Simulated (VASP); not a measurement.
## Ag₃Ir (ordered alloy cell): computed properties

The numbers are results of PBEsol GGA, VASP's PBE PAW potentials (set 64) (plane waves; VASP), not measurements.

- space group = Cmmm (65)
- cell = a = 5.6914 Å, b = 8.2046 Å, c = 2.7000 Å, α = β = γ = 90.00°
- volume per atom = 15.76 Å^3/atom
- band gap (over mesh and band path) = none (metal, semimetal or under 0.01 eV)
- density = 13.59 g/cm³

```yaml
crystal:
  lattice:
    - [-0.10306, 3.92140, 4.10229]
    - [3.92140, -0.10306, 4.10229]
    - [1.90917, 1.90917, 0.00000]
  atoms:
    - { symbol: Ir, position: [0.00000, 0.00000, 0.00000] }
    - { symbol: Ag, position: [0.00000, 0.50000, 0.00000] }
    - { symbol: Ag, position: [0.50000, 0.00000, 0.00000] }
    - { symbol: Ag, position: [0.50000, 0.50000, 0.00000] }
```

Unless said otherwise, spin-orbit coupling is left out, though it shifts the bands of the heavy elements here.

The structure was generated: Ag3Ir was put into an ordered model structure (Cmmm), which need not be its known phase. It was relaxed first. Symmetry was kept, so distortions that lower it aren't found.
